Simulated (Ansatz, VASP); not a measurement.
# Cross-check of Al35Ga12N48 (V_Al2) between VASP and Ansatz

One calculation is typed for both programs; each brings its own data sets. How far apart do they land? The cell is taken from a series of runs on this material, whose earlier steps may have relaxed, scaled, displaced or heated it; both programs get it as it stands.

Main program and level: Ansatz 0.2.0; plane waves, with VASP 6.6.1 beside it; single point at PBEsol.

### 1. The starting structure

The cell holds 95 atoms: 35 Al, 12 Ga and 48 N. Its edges and angles: a = 10.087 Å, b = 9.390 Å, c = 10.836 Å, α = 90.0°, β = 90.0°, γ = 90.0°. It derives from Al3GaN4 (Al3GaN4 (Pm)). Nearest the centre at fractional (0.501, 0.667, 0.666): N85 at 2.15 Å, N92 at 2.17 Å, N93 at 2.17 Å, N71 at 2.18 Å, Ga47 at 3.12 Å, Ga41 at 3.13 Å, Al28 at 3.13 Å, Al10 at 3.13 Å.

### 2. Ansatz: single point, PBEsol

Ansatz runs on its default PAW (the set named soft_2) files.

With cell and atoms fixed, the geometry can't cause a difference; cores, projectors, grids and the points listed under the comparison can.

Contents of input.yaml:

```yaml
crystal:
  checkpoint: "../qp1_M2.relax_smeared.run"
  host: checkpoint
basis:
  ecutwfc: 420
  xc_grid: 2
hamiltonian:
  xc: pbesol
kpoints:
  mp_grid: { grid: [2, 2, 2], shift: [0.5, 0.5, 0.5] }
scf:
  occupations: { method: fermi_dirac, width: 0.01 }
  max_iter: 80
output:
  forces: true
  eigenvalues: true
  charged_corrections: { defect_position: [0.500544, 0.666667, 0.665846] }
checkpoint:
  read: "../qp1_M2.relax_smeared.run"
  write: "../qp1_M2.point_neutral.run"
  compress: false
  write_wavefunctions: false
  write_every: 100000
magnetization:
  spin_polarized: true
  initial_magnetization: 1
  spin_locking: { lock_magnetization: hard }
```

Started as:

```console
$ ansatz run input.yaml --threads 8 --pin off --max-ram 14131MiB --backend cpu --events-out ev --progress --plain --runs-dir out
```

Numbers of over 12 decimals in the logs are rounded to 6 here.

What it wrote:

```text
checkpoint.read: neither the saved density nor the saved orbitals are used: the state is of another total charge, and does not settle where this run's electrons and spins go. The run starts from its atoms. Which states do: the manual's quickstart, A charge series.
crystal.checkpoint: the structure is that of <dir>, a `relax` run, at its step 7: its result, under pbesol at a charge of 1 e; 95 atoms read, 4 with a starting moment; this deck's charge is 0 e; this run starts in the magnetic order that was found there; no density is read with it (checkpoint.read); crystal.structure_sha256 for this input is
Engine: ansatz 0.2.0, aarch64-unknown-linux-gnu
Pseudopotentials: kind: paw
Pseudopotential: Al, paw, valence charge 3, recommended cutoff 420 eV (normal), Al.paw.azcp
Pseudopotential: Ga, paw, valence charge 13, recommended cutoff 420 eV (normal), Ga.paw.azcp
Pseudopotential: N, paw, valence charge 5, recommended cutoff 420 eV (normal), N.paw.azcp
Functional definition: PBEsol
  exchange = pbesol_x
  correlation = pbesol_c
Crystal: 95 atoms, lattice volume = 1026.364 Å³
Basis set: ecut = 420 eV, 20007 PW (Γ), exchange–correlation on 144×128×150 points (8 copies of the dense FFT grid, shifted against one another)
Bands: 346, of which v1, the nominal top of the filled ones, is band 251 counted from 1 (250 counted from 0)
Symmetry: 1 space group operations
Space group: P1 (ITA 1), of the structure as read, at distance tolerance 1.0e-4 Å
Magnetic group: BNS 1.1 (UNI 1), of the structure as read, at distance tolerance 1.0e-4 Å
k-points: 4 of 8 (time reversal used)
Non-local potential: Al, projectors of the file, l = 0: 2, l = 1: 2, l = 2: 1
Non-local potential: Ga, projectors of the file, l = 0: 2, l = 1: 2, l = 2: 3, l = 3: 1
Non-local potential: N, projectors of the file, l = 0: 2, l = 1: 2, l = 2: 1
PAW form: soft (Blöchl's): semilocal exchange-correlation on the pseudo side does not see the compensation charge
PAW frozen core: Al, regenerated for the run's functional, and the local potential with it (the file was generated under x = pbe(κ = 0.804, μ = 0.219515), c = pbe(β = 0.066725))
PAW frozen core: Ga, regenerated for the run's functional, and the local potential with it (the file was generated under x = pbe(κ = 0.804, μ = 0.219515), c = pbe(β = 0.066725))
PAW frozen core: N, regenerated for the run's functional, and the local potential with it (the file was generated under x = pbe(κ = 0.804, μ = 0.219515), c = pbe(β = 0.066725))
PAW one-centre angular grid: Al, 110 points (default); XC on 64 Gauss nodes
PAW one-centre angular grid: Ga, 590 points (default); XC on 64 Gauss nodes
PAW one-centre angular grid: N, 110 points (default); XC on 64 Gauss nodes
Initial density: superposition of atomic densities (chi_scale 0.1, normalization cell, long waves kept (reshape's long-wave potential 0.19 eV rms))
Starting moments: Σ|m| = 1.85127 μB on 4 of 95 sites
Initial wavefunctions: pseudopotential atomic-orbital guess
Functional: x = pbesol(κ = 0.804, μ = 0.123457), c = pbesol(β = 0.046)
SCF iter   1: F=—  HF=-81605.972251 eV  |F-HF|=—  |Δ(HF+E_count)|=         —  Δρ=6.18e-2 (↑6.13e-2 ↓6.18e-2)  dr2=1.69e2  dr2_m=5.58e-1  M=1.000 μB ∫|m|=2.712 μB  β_m=1.00  ethr=3.10e-3  ⟨swp⟩=6.0  Hψ=10316  notcnv=0  defer=477
preconditioner: auto → Resta (q_TF=auto, 2.421 Å⁻¹)  ε∞=3.7  [insulator: Δε(μ)=0.202 eV  Ē_g=15.689 eV  σ=0.010 eV  W_gap=1.00  n_scr=252 (ndim 8)  ℏωp=25.9 eV  f_vac=0.000  D(μ)=0.01/eV (n_scr^D=0)  ε∞_Penn≈3.7]
spin=Collinear: Resta preconditioning applied to the charge; magnetization (m = ρ↑ − ρ↓) channel mixes plain (no charge-response kernel on spin).
SCF iter   2: F=—  HF=-81568.154907 eV  |F-HF|=—  |Δ(HF+E_count)|=    3.78e1  Δρ=3.24e-2 (↑3.24e-2 ↓3.24e-2)  dr2=4.54e1  dr2_m=4.00e-2  M=1.000 μB ∫|m|=2.970 μB  β_m=0.30  ethr=3.10e-3  ⟨swp⟩=2.0  Hψ=5208  notcnv=0  defer=720
SCF iter   3: F=—  HF=-81555.539955 eV  |F-HF|=—  |Δ(HF+E_count)|=    1.26e1  Δρ=1.69e-2 (↑1.60e-2 ↓1.69e-2)  dr2=6.98e0  dr2_m=4.26e-2  M=1.000 μB ∫|m|=2.851 μB  β_m=0.30  ethr=3.10e-3  ⟨swp⟩=2.6  Hψ=4954  notcnv=0  defer=728
SCF iter   4: F=—  HF=-81554.629698 eV  |F-HF|=—  |Δ(HF+E_count)|=   9.10e-1  Δρ=1.21e-2 (↑1.10e-2 ↓1.21e-2)  dr2=3.54e0  dr2_m=4.17e-2  M=1.000 μB ∫|m|=2.892 μB  β_m=0.30  ethr=1.39e-3  ⟨swp⟩=2.0  Hψ=2640  notcnv=0  defer=728
SCF iter   5: F=—  HF=-81553.926777 eV  |F-HF|=—  |Δ(HF+E_count)|=   7.03e-1  Δρ=3.72e-3 (↑2.43e-3 ↓3.72e-3)  dr2=3.66e-1  dr2_m=2.15e-2  M=1.000 μB ∫|m|=2.954 μB  β_m=0.30  ethr=7.07e-4  ⟨swp⟩=3.0  Hψ=3990  notcnv=0  defer=728
SCF iter   6: F=—  HF=-81553.932597 eV  |F-HF|=—  |Δ(HF+E_count)|=   5.82e-3  Δρ=2.09e-3 (↑1.69e-3 ↓2.09e-3)  dr2=8.70e-2  dr2_m=6.90e-3  M=1.000 μB ∫|m|=2.952 μB  β_m=0.30  ethr=7.32e-5  ⟨swp⟩=2.0  Hψ=2694  notcnv=0  defer=728
[...]
k-point 2 ↑: bands = [... 247 lower, 7.2023, 7.2823, 7.3699, 7.5189, 8.1246, 11.7615, 12.2647, 12.5337, ... 91 higher]
  k-point 3 ↓: bands = [... 247 lower, 7.2770, 7.3171, 7.8515, 8.3074, 8.5104, 11.7827, 12.3824, 12.4157, ... 91 higher]
```

### 3. VASP: single point, PBEsol

The same cell, functional, mesh and smearing now go to VASP, with its own data sets.

Lines of VASP's logs that name or quote its potential files are left out, and so is its time.

Contents of INCAR:

```
SYSTEM = Al35Ga12N48
PREC = Accurate
ENCUT = 520
EDIFF = 1E-06
NELM = 200
ISMEAR = -1
SIGMA = 0.01
LREAL = Auto
ALGO = Normal
GGA = PS
NBANDS = 320
ISPIN = 2
MAGMOM = 0 -0 -0 0 0 -0 0 -0 -0 0 -0 -0 0 -0 -0 0 -0 0 -0 0 0 -0 -0 0 -0 -0 0 -0 -0 0 -0 -0 -0 -0 -0 0 -0 0 -0 -0 -0 -0 -0 -0 -0 -0 0 -0 0 -0 0 0 -0 -0 -0 -0 0 -0 0 0 -0.04 -0 -0 0 0 -0 -0 -0.05 -0.04 -0 -0.48 0.03 0 -0 0 -0 0.07 -0 0 0.02 0.03 0 0 -0 0.34 0 0 0 0.03 0 -0 0.41 0.35 0 0.01
LORBIT = 11
LWAVE = .FALSE.
LCHARG = .FALSE.
ISIF = 2
ISYM = 0
NUPDOWN = 1
LASPH = .TRUE.
GGA_COMPAT = .FALSE.
KPAR = 4
```

Contents of POSCAR:

```
Al35Ga12N48
1.0
   10.0869203595      0.0000000000      0.0002527838
    0.0000000000      9.3901567821      0.0000000000
   -0.0064481587      0.0000000000     10.8360190400
Al Ga N
35 12 48
Direct
    0.2498270879      0.1672066147      0.0836205552
    0.0004672841      0.1673180653      0.4172020308
[... 7 atom lines left out ...]
    0.2496068260      0.4960164177      0.5813166969
[... 5 atom lines left out ...]
    0.2497802477      0.8385079609      0.5813409016
[... 7 atom lines left out ...]
    0.4984370718      0.0036223620      0.6685986869
[... 1 atom line left out ...]
    0.4986418042      0.5012448576      0.4131252496
[... 1 atom line left out ...]
    0.7543945377      0.5001868489      0.5832849897
    0.4985219759      0.4954527418      0.9197419963
    0.4983476104      0.3315071521      0.6687775956
[... 1 atom line left out ...]
    0.4987078490      0.8333921124      0.4128636412
[... 1 atom line left out ...]
    0.7546079472      0.8340587498      0.5834877912
    0.4985649659      0.8389919524      0.9198199180
[... 1 atom line left out ...]
    0.2487211199      0.0012467004      0.8336734292
[... 1 atom line left out ...]
    0.2486440639      0.3331929678      0.8336690914
    0.2491276421      0.6672770591      0.3322423449
    0.2507440357      0.6671980794      0.8370380981
[... 1 atom line left out ...]
    0.7505205849      0.0006507067      0.8331805900
[... 1 atom line left out ...]
    0.7503600724      0.3338185912      0.8331326989
    0.7502820024      0.6670871289      0.3325366377
    0.7524248532      0.6672505614      0.8325493319
[... 7 atom lines left out ...]
    0.3110650960      0.0013112550      0.6639628901
[... 2 atom lines left out ...]
    0.3120019666      0.5006391128      0.4190251956
[... 2 atom lines left out ...]
    0.0599919317      0.4997123072      0.5828690356
    0.3118980391      0.4994767394      0.9206410063
    0.3109882130      0.3331753086      0.6639210438
[... 2 atom lines left out ...]
    0.3121149612      0.8339525313      0.4190632722
[... 2 atom lines left out ...]
    0.0600381540      0.8348121528      0.5829320110
    0.3119257810      0.8350651688      0.9206545911
    0.2848634712      0.6672555920      0.6637818536
    0.5565286919      0.0014760190      0.3323752039
[... 3 atom lines left out ...]
    0.5558592566      0.0013072610      0.8336781409
    0.5619788023      0.1675368849      0.5839751749
[... 1 atom line left out ...]
    0.8131352141      0.0010505521      0.6637632038
    0.5564421559      0.3332306552      0.3323196312
    0.5617630904      0.4995558615      0.0846080980
    0.8140573099      0.5007663880      0.4189964326
[... 1 atom line left out ...]
    0.5558417022      0.3331134054      0.8337887988
    0.5688189708      0.4781381950      0.5720293609
    0.8136965909      0.4999401302      0.9198927654
    0.8130466204      0.3332440539      0.6637992497
    0.5558717082      0.6672723769      0.3319237833
    0.5618275624      0.8351159623      0.0848037556
    0.8139265408      0.8335362027      0.4191819462
[... 1 atom line left out ...]
    0.5637502320      0.6672023195      0.8570487223
    0.5691404631      0.8569807927      0.5716592157
    0.8138113601      0.8346083901      0.9199049232
    0.8119272753      0.6671591678      0.6632806699
```

Contents of KPOINTS:

```
Points of the shifted mesh
8
Reciprocal
 0.2500000000  0.2500000000  0.2500000000 1
 0.2500000000  0.2500000000  0.7500000000 1
 0.2500000000  0.7500000000  0.2500000000 1
 0.2500000000  0.7500000000  0.7500000000 1
 0.7500000000  0.2500000000  0.2500000000 1
 0.7500000000  0.2500000000  0.7500000000 1
 0.7500000000  0.7500000000  0.2500000000 1
 0.7500000000  0.7500000000  0.7500000000 1
```

PAW data sets: Al, Ga_d and N (PBE family, release 64).

Started as:

```console
$ mpirun -np 8 vasp_std
```

What it wrote:

```text
[banner, memory and clock lines left out]
running    8 mpi-ranks, on    1 nodes
[...]
|                                                                             |
|           W    W    AA    RRRRR   N    N  II  N    N   GGGG   !!!           |
|           W    W   A  A   R    R  NN   N  II  NN   N  G    G  !!!           |
|           W    W  A    A  R    R  N N  N  II  N N  N  G       !!!           |
|           W WW W  AAAAAA  RRRRR   N  N N  II  N  N N  G  GGG   !            |
|           WW  WW  A    A  R   R   N   NN  II  N   NN  G    G                |
|           W    W  A    A  R    R  N    N  II  N    N   GGGG   !!!           |
|                                                                             |
|     For optimal performance we recommend to set                             |
|       NCORE = 2 up to number-of-cores-per-socket                            |
|     NCORE specifies how many cores store one orbital (NPAR=cpu/NCORE).      |
|     This setting can greatly improve the performance of VASP for DFT.       |
[...]
|                                                                             |
|     You enforced a specific xc type in the INCAR file but a different       |
|     [... a line on the potential file left out ...]
|     I HOPE YOU KNOW WHAT YOU ARE DOING!                                     |
|                                                                             |

 LDA part: xc-table for (Slater+PW92), standard interpolation
 POSCAR, INCAR and KPOINTS ok, starting setup
[...]
entering main loop
       N       E                     dE             d eps       ncg     rms          rms(c)
DAV:   1     0.716938019454E+04    0.71694E+04   -0.18230E+05 10248   0.197E+03
DAV:   2     0.133370078688E+04   -0.58357E+04   -0.54543E+04 10496   0.582E+02
DAV:   3    -0.569927452518E+03   -0.19036E+04   -0.17677E+04 14400   0.247E+02
DAV:   4    -0.795785689393E+03   -0.22586E+03   -0.22217E+03 14576   0.914E+01
[...]
DAV:  19    -0.706988337107E+03   -0.66694E-05   -0.57228E-05 14472   0.212E-02    0.145E-02
DAV:  20    -0.706988336211E+03    0.89589E-06   -0.10880E-05 11352   0.150E-02    0.777E-03
DAV:  21    -0.706988335998E+03    0.21257E-06   -0.39403E-06  8384   0.751E-03
   1 F= -.70698834E+03 E0= -.70698834E+03  d E =-.496724E-10  mag=     1.0000
```

OUTCAR, selected parts (step 3):

```text
  FREE ENERGIE OF THE ION-ELECTRON SYSTEM (eV)
  ---------------------------------------------------
  free  energy   TOTEN  =      -706.9883359982 eV

  energy  without entropy=     -706.9883359982  energy(sigma->0) =     -706.98833600

 magnetization (x)
# of ion       s       p       d       tot
------------------------------------------
    1       -0.000   0.000   0.000   0.000
    2       -0.000  -0.000   0.000  -0.000
    3       -0.000  -0.000   0.000  -0.000
    4        0.000  -0.000   0.000   0.000
    5        0.000   0.000   0.000   0.000
    6        0.000  -0.000   0.000  -0.000
    7        0.000   0.000   0.000   0.000
    8        0.000  -0.000   0.000  -0.000
    9       -0.000  -0.000   0.000  -0.000
   10        0.002   0.004   0.000   0.006
   11        0.000  -0.000   0.000  -0.000
   12        0.000  -0.000   0.000  -0.000
   13        0.000   0.000   0.000   0.000
[...]
--------------------------------------------------
tot          0.015   0.639  -0.003   0.651
```

The run ends at a pressure of 0.97 GPa, with forces up to 0.69 eV/Å.

### 4. Comparison

Known differences besides the potentials themselves: VASP starts from the moments at which Ansatz ended; the cutoff is 420 eV in Ansatz and 520 eV in VASP (PREC = Accurate, projectors in real space); Ansatz makes its cores anew for this functional, VASP keeps those of its PBE data sets; site moments are counted in spheres of each program's own size. Total energies have different zeros and are not compared.

Both answers:

```tsv
quantity	Ansatz	VASP	difference
total moment, fixed by the input (μB)	1.00	1.00	0.00
moment on N71 (μB)	-0.48	-0.46	-0.02
moment on N92 (μB)	0.41	0.39	+0.02
moment on N93 (μB)	0.35	0.34	+0.02
moment on N85 (μB)	0.34	0.33	+0.02
moment on N77 (μB)	0.07	0.07	0.00
```

Forces on 10 of the 95 atoms, those with the largest forces and the largest differences (eV/Å; atoms numbered as in POSCAR):

```tsv
atom	Ansatz x, y, z	VASP x, y, z
Al24	0.312, -0.508, -0.346	0.310, -0.507, -0.343
Al26	0.315, -0.084, 0.583	0.315, -0.086, 0.583
Al28	-0.653, 0.003, 0.020	-0.658, 0.003, 0.021
Al29	0.230, 0.399, -0.240	0.227, 0.402, -0.240
Al30	0.310, 0.471, -0.367	0.308, 0.468, -0.365
Al32	0.320, 0.090, 0.596	0.319, 0.087, 0.596
Al34	-0.660, 0.025, -0.008	-0.654, 0.023, -0.006
N70	-0.093, 0.070, 0.125	-0.100, 0.068, 0.112
N71	-0.136, -0.004, -0.031	-0.137, -0.004, -0.012
N92	-0.042, 0.006, -0.091	-0.027, 0.006, -0.098
```

The forces differ by 4.5 meV/Å r.m.s., which is 3.2 % of the r.m.s. force of 0.141 eV/Å (both taken over all components).

### 5. Outcome

* r.m.s. force difference (single point, PBEsol): 4.5 meV/Å

**Reading.** The r.m.s. force difference is 4.5 meV/Å (single point, PBEsol), within the 12 meV/Å picked in this series as the mark of a large difference. Such differences can come from data sets, numerical settings and the points named under the comparisons, not from the functional's error against experiment.

[Lines on the potential files, build, host, timing and source positions are cut from VASP's logs without a mark.]

[Logs are printed without paths, hosts, clocks, repeated set-up lines and the standing remarks that a program may print on its own settings, such as how far it seeks lower states.]

[Hosts, paths, dates, database ids (printed as entryN), source tags and the programs' standing remarks are cut or masked in the printed files.]
